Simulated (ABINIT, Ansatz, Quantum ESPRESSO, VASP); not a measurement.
**Ga₃Tc (I4/mmm, 4 atoms in the cell) computed with different codes at matched settings**

Self-consistent single point.

```
CELL_PARAMETERS angstrom
     -1.89565     1.89565     4.04575
      1.89565    -1.89565     4.04575
      1.89565     1.89565    -4.04575
ATOMIC_POSITIONS crystal
  Ga 0.75000 0.25000 0.50000
  Ga 0.25000 0.75000 0.50000
  Ga 0.50000 0.50000 0.00000
  Tc 0.00000 0.00000 0.00000
```

All programs got the same cell, k-point mesh and kind of occupations (in Ansatz's words: kpoints.mp_grid.grid = 9 9 9; scf.occupations.method = gaussian; scf.occupations.width = 0.1 eV); potentials, basis and cutoffs are each program's usual ones.

```csv
code,model,pressure (GPa),cutoff
Ansatz,"LDA (PW92), PAW files",-5.68,500 eV
Quantum ESPRESSO,"LDA (PZ), GBRV 1.5 ultrasoft (LDA) pseudopotentials",-5.89,50 Ry
VASP,"LDA (PZ), VASP's LDA PAW potentials (set 64)",-5.73,300 eV
ABINIT,"LDA (PW92), PAW (JTH v2.0 LDA PAW)",-5.65,40 Ry
```

The spread over the programs that give each value: pressure within 0.24 GPa.

The starting cell comes from a database of computed structures (which also holds hypothetical and non-ambient phases and stackings), without a prior relaxation at this level. On Ansatz's run: Spin polarisation is off. In the base run, with a pressure of about -6 GPa the cell is away from its equilibrium volume at this level.

### Question
Why do the programs differ, and what cannot be compared?

### Answer
Differences of this kind can come from the potentials, where these differ, and from what each basis and cutoff leave unconverged. The valence holds different numbers of electrons (Ansatz (an electronic-structure program) 54, Quantum ESPRESSO 72, VASP 52, ABINIT 54). The zero of total energies and Fermi levels follows the potentials and each program's conventions, so they are not compared here. Ansatz's pressure is given at a fixed set of plane waves, as the other plane-wave codes print theirs; with its correction for the finite basis it is -5.65 GPa. The same LDA comes in different parametrisations, which differ slightly.

VASP's run is marked for a possible Pulay error in its stress at this cutoff; no cutoff test was made.

Left out of this page: Elk and SIESTA (not drawn, or without a comparable value); FLEUR (with a known weakness of the program).

Keys are those of Ansatz 0.2.
